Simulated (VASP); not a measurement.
Input:

```xyz
8
Lattice="5.0362 0.0000 0.0000 0.0000 5.0362 0.0000 0.0000 0.0000 5.0362" Properties=species:S:1:pos:R:3 pbc="T T T"
W      0.0000     0.0000     0.0000
W      2.5181     2.5181     2.5181
W      0.0000     2.5181     1.2591
W      0.0000     2.5181     3.7772
W      1.2591     0.0000     2.5181
W      3.7772     0.0000     2.5181
W      2.5181     3.7772     0.0000
W      2.5181     1.2591     0.0000
```

Level of theory: PBEsol GGA, VASP's PBE PAW potentials (set 64) (plane waves; VASP). Numerical set-up: 400 eV cut-off, Gaussian smearing of 0.050 eV, potentials W_sv.

Unless said otherwise, spin-orbit coupling is left out, though it shifts the bands of the heavy elements here.

### Question
Predict the band gap (along the path) with the smallest direct gap where there is one.

### Answer

```yaml
band gap (along the path): none (metal, semimetal or under 0.01 eV)
```

Only differences to runs with the same potentials and settings are physical.

The structure comes from a measured W entry (Pm-3n) of the Crystallography Open Database, whose conditions weren't checked. It was relaxed first.
